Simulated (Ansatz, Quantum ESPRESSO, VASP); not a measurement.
## One structure in several programs: TeSe2 (C2, 3 atoms in the cell)

Self-consistent single point.

```yaml
crystal:
  lattice:
    - [4.09532, -2.21342, 0.00000]
    - [4.09532, 2.21342, 0.00000]
    - [-0.14833, 0.00000, 5.35087]
  atoms:
    - { symbol: Te, position: [0.75378, 0.24622, 0.50000] }
    - { symbol: Se, position: [0.01408, 0.76786, 0.84024] }
    - { symbol: Se, position: [0.23214, 0.98592, 0.15976] }
```

Shared settings, as Ansatz (a first-principles code) writes them: kpoints.mp_grid.grid = 4 4 3; scf.occupations.method = fixed. Potentials and cutoffs stand in the table.

```json
[
 {"code": "Quantum ESPRESSO", "model": "LDA (PZ), GBRV 1.5 ultrasoft (LDA) pseudopotentials", "pressure (GPa)": "-3.82", "largest force (eV/Å)": "0.192", "gap on the mesh (eV)": "1.100", "cutoff": "40 Ry"},
 {"code": "Ansatz", "model": "LDA (PW92), PAW files made with PBE", "pressure (GPa)": "-4.00", "largest force (eV/Å)": "0.246", "gap on the mesh (eV)": "1.112", "cutoff": "default"},
 {"code": "VASP", "model": "LDA (PZ), VASP's LDA PAW potentials (set 64)", "pressure (GPa)": "-3.84", "largest force (eV/Å)": "0.207", "gap on the mesh (eV)": "–", "cutoff": "300 eV"}
]
```

Size of the force on each atom (eV/Å): Sizes of forces hide their directions.

| code | Te1 | Se2 | Se3 |
|---|---|---|---|
| Quantum ESPRESSO | 0.064 | 0.192 | 0.192 |
| Ansatz | 0.180 | 0.246 | 0.246 |
| VASP | 0.147 | 0.207 | 0.207 |

A dash marks a value that a program does not give, or that is left out as unsure.

No gap is tabulated for VASP: it is not read from that output, or partly filled or unconverged empty levels leave it unsure.

Gaps are read on the mesh. Another mesh or the band path gives a smaller gap, so these values are not converged in the mesh.

On Ansatz's run: spin-orbit coupling is off.

The spread over the programs that give each value: pressure within 0.18 GPa; largest force within 0.054 eV/Å; gap on the mesh within 0.012 eV.

Ansatz's pressure is given at a fixed set of plane waves, as the other plane-wave codes print theirs. The same LDA comes in different parametrisations, which differ slightly. In the force vectors, Quantum ESPRESSO (by 0.083) lies more than 0.08 eV/Å from the median of the plane-wave programs.

On the base mesh (6 6 4) the same programs gave: Quantum ESPRESSO pressure -3.83 GPa, gap on the mesh 0.724 eV; Ansatz pressure -4.01 GPa, gap on the mesh 0.737 eV; VASP pressure -3.86 GPa.

The values differ from the base mesh's, so the mesh still matters here: the table compares the programs at equal settings.

VASP's run is marked for a possible Pulay error in its stress at this cutoff; no cutoff test was made.

VASP ran the fixed occupations as a Gaussian smearing of 0.01 eV.

The starting cell comes from a database of computed structures (which also holds hypothetical and non-ambient phases and stackings), without a prior relaxation at this level. Its lattice was rescaled by a random factor within 2.5 % of one.

Left out of this page: GPAW, Elk, FLEUR and SIESTA (not drawn, or without a comparable value); CP2K (on another mesh).

Keys are those of Ansatz 0.2.
